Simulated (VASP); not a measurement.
Method: PBE GGA, VASP's PBE PAW potentials (set 64) (plane waves; VASP 6.6.1).

A VASP calculation is set up with these files.

### KPOINTS
```
kpoints
0
G
12 12 11
```

File POSCAR:
```
WC
1
    2.9165900000     0.0000000000     0.0000000000
   -1.4582950000     2.5258410000     0.0000000000
    0.0000000000     0.0000000000     2.8394400000
W C
1 1
Direct
 -0.0056690000  -0.0046750000   0.0046430000
  0.6723360000   0.3380080000   0.4953570000
```

INCAR:
```
SYSTEM = WC
PREC = Accurate
ENCUT = 400
EDIFF = 1E-6
NELM = 100
ALGO = Normal
LREAL = .FALSE.
LASPH = .TRUE.
ISMEAR = -1
SIGMA = 0.1
GGA = PE
LMAXMIX = 6
LWAVE = .FALSE.
LCHARG = .FALSE.
ISIF = 2
```

POTCAR, in this order: W_sv C (PBE.64 set). Program: vasp_std.

Output

### OSZICAR
```
       N       E                     dE             d eps       ncg     rms          rms(c)
DAV:   1     0.945282810708E+02    0.94528E+02   -0.84287E+03 20737   0.129E+03
DAV:   2    -0.221630020203E+02   -0.11669E+03   -0.11365E+03 23789   0.340E+02
DAV:   3    -0.254747295794E+02   -0.33117E+01   -0.32879E+01 25044   0.551E+01
DAV:   4    -0.255044750965E+02   -0.29746E-01   -0.29724E-01 22732   0.546E+00
DAV:   5    -0.255047197249E+02   -0.24463E-03   -0.24461E-03 24264   0.502E-01    0.320E+01
DAV:   6    -0.225386104578E+02    0.29661E+01   -0.95129E+00 23359   0.316E+01    0.851E+00
DAV:   7    -0.224739811224E+02    0.64629E-01   -0.41913E-01 21279   0.569E+00    0.605E+00
DAV:   8    -0.224480765345E+02    0.25905E-01   -0.69375E-02 23184   0.249E+00    0.830E-01
DAV:   9    -0.224470350416E+02    0.10415E-02   -0.36445E-03 22214   0.471E-01    0.142E-01
DAV:  10    -0.224469828966E+02    0.52145E-04   -0.26088E-04 24239   0.216E-01    0.727E-02
DAV:  11    -0.224469813303E+02    0.15663E-05   -0.19123E-05 22529   0.411E-02    0.100E-02
DAV:  12    -0.224469801400E+02    0.11902E-05   -0.47113E-06 21809   0.214E-02    0.329E-03
DAV:  13    -0.224469801689E+02   -0.28822E-07   -0.98525E-08 10507   0.336E-03
   1 F= -.22446980E+02 E0= -.22442781E+02  d E =-.839892E-02
```

File OUTCAR:
```
------------------------ aborting loop because EDIFF is reached ----------------------------------------
  FORCE on cell =-STRESS in cart. coord.  units (eV):
  Direction    XX          YY          ZZ          XY          YZ          ZX
  --------------------------------------------------------------------------------------
  Total        0.1947831      0.4268284      0.4901901     -0.0947659     -0.0323410     -0.0245857
  in kB       14.9192754     32.6926295     37.5457683     -7.2585289     -2.4771385     -1.8831272
  external PRESSURE =      28.3858911 kB  Pullay stress =       0.0000000 kB
  volume of cell :       20.92
      direct lattice vectors                 reciprocal lattice vectors
     2.916590000  0.000000000  0.000000000     0.342866155  0.197953870  0.000000000
    -1.458295000  2.525841000  0.000000000     0.000000000  0.395907739  0.000000000
     0.000000000  0.000000000  2.839440000     0.000000000  0.000000000  0.352182120
 POSITION                                       TOTAL-FORCE (eV/Angst)
 -----------------------------------------------------------------------------------
      1.44858      2.51403      0.01318         0.294087      0.371276     -0.369583
      1.46801      0.85375      1.40654        -0.294087     -0.371276      0.369583
 -----------------------------------------------------------------------------------
    total drift:                               -0.000066     -0.000092      0.000029
  FREE ENERGIE OF THE ION-ELECTRON SYSTEM (eV)
  ---------------------------------------------------
  free  energy   TOTEN  =       -22.4469801689 eV

  energy  without entropy=      -22.4385812445  energy(sigma->0) =      -22.44278071
```
(Selected blocks of OUTCAR.)

At this cut-off the stress carries a Pulay error, which pulls relaxed volumes low.

The structure comes from a computed database's WC entry; how it stands against other phases isn't given here. The cell was not relaxed at this level, atoms are displaced from their ideal sites. The run is one of a series of settings (KPOINTS 12×12×11 Γ-centred mesh against the base run), some of them coarse on purpose.
